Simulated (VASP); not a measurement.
A run of VASP 6.6.1 is set up as follows.

File INCAR:

```
ALGO = Fast ; EDIFF = 1E-7
ENCUT = 520 ; GGA = PE
ISIF = 2 ; ISMEAR = 1
LASPH = True ; LCHARG = True
LELF = True ; LREAL = Auto
LVHAR = True ; LWAVE = False
NBANDS = 90 ; NELM = 100
PREC = Accurate ; SIGMA = 0.15
```

File KPOINTS:

```
k-points
0
Gamma
  2 3 3
```

File POSCAR:

```
Bi3ClO4
1.0
    7.7356970000     -1.3054410000      0.0422910000
    0.0138810000      6.6066920000      0.0329740000
   -0.6712770000     -0.6869830000      6.2526290000
Bi Cl O
6 2 8
Direct
    0.6900812780      0.2478797420      0.3175998746
    0.4465106320      0.5614790526      0.1375927484
    0.1601977839      0.7551354873      0.8412883985
    0.8255177872      0.1552878336      0.8111614436
    0.3657459294      0.1542801604      0.6287735935
    0.9325993614      0.8699907436      0.2985495166
    0.0656984675      0.3290288100      0.4887843418
    0.1814666157      0.1535970472      0.0682279224
    0.7185160972      0.8152844311      1.0091032183
    0.7062937619      0.6730043912      0.5606381706
    0.8298713096      0.6116313604      0.5542422203
    0.2910744560      0.7727066784      0.4592362573
    0.3718359005      0.8818950050      0.3003565511
    0.1409617737      0.5569511215      0.0623730721
    0.5145531108      0.0631168180      0.9302539492
    0.8076102568      0.4764424091      0.0509979311
```

Potentials or basis: VASP PAW PBE potentials, release 64 (Bi_d, Cl, O).

Run with:

```console
$ cat potpaw_PBE.64/Bi_d/POTCAR potpaw_PBE.64/Cl/POTCAR potpaw_PBE.64/O/POTCAR > POTCAR
$ mpirun -np 1 vasp_std > vasp.out
```

(1) Estimate the largest force.

(2) Estimate the band gap on the k mesh.

(3) Estimate the pressure.

## Answers

(1) 20.221 eV/Å.

(2) none (metal or under the smearing width).

(3) 1.2 GPa.

Caveat: the k mesh is coarse (spacing up to 0.41 Å⁻¹), so the values aren't converged; the standard files for N, O and F lose accuracy on very short bonds; spin-orbit coupling is left out, which moves the levels of the heavy elements.
